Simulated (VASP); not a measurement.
Here is a VASP 6.6.1 calculation.

INCAR

```
PREC     = Accurate       # precision mode
ENCUT    = 600            # plane-wave cutoff, eV
EDIFF    = 1E-6           # SCF threshold, eV
ISMEAR   = 0              # smearing method
SIGMA    = 0.02           # smearing width, eV
LREAL    = F              # projectors in reciprocal space
LASPH    = T              # aspherical terms in the spheres
NELM     = 100            # most SCF steps
ALGO     = Normal         # electronic algorithm
ISIF     = 3              # what is computed and relaxed
LWAVE    = F              # write WAVECAR
LCHARG   = F              # write CHGCAR
GGA      = PE             # functional
IBRION   = 2              # ionic algorithm
NSW      = 100            # ionic steps
EDIFFG   = -0.01          # ionic threshold
```

KPOINTS

```
regular mesh
0
Gamma
  10 10 10
```

File POSCAR:

```
ZrTi2H6
1.0
    0.0000000000      3.5684590518      3.5684590518
    3.5684590518      0.0000000000      3.5684590518
    3.5684590518      3.5684590518      0.0000000000
Zr Ti H
1 2 6
Direct
    0.5000000000      0.5000000000      0.5000000000
    0.2500000000      0.2500000000      0.2500000000
    0.7500000000      0.7500000000      0.7500000000
    0.5000000000      0.0000000000      0.0000000000
    0.0000000000      0.5000000000      0.5000000000
    0.0000000000      0.5000000000      0.0000000000
    0.5000000000      0.0000000000      0.5000000000
    0.0000000000      0.0000000000      0.5000000000
    0.5000000000      0.5000000000      0.0000000000
```

Potentials or basis: VASP PAW PBE potentials, release 64 (Zr_sv, Ti_sv, H).

Launch:

```bash
$ cat potpaw_PBE.64/Zr_sv/POTCAR potpaw_PBE.64/Ti_sv/POTCAR potpaw_PBE.64/H/POTCAR > POTCAR
$ mpirun -np 1 vasp_std > vasp.out
```

**Question.** What does it give for the space group after relaxing (to 0.05 Å)?

**Answer.** Fm-3m (No. 225).

**Question.** Predict the band gap on the k mesh.

**Answer.** 0.00 eV, direct.

**Question.** Predict the relaxed cell.

**Answer.** a = 5.043 Å, b = 5.043 Å, c = 5.043 Å, α = 60.00°, β = 60.00°, γ = 60.00°.

**Question.** Estimate the relaxed volume.

**Answer.** 10.08 Å³/atom.

The path:
| step | energy change (eV) | largest force (eV/Å) | pressure (GPa) | volume (Å³) |
| --- | --- | --- | --- | --- |
| 1 | 0.0000 | 0.0000 | -0.20 | 90.88 |
| 2 | -0.0001 | 0.0000 | -0.04 | 90.71 |

A k mesh can miss the band edges.
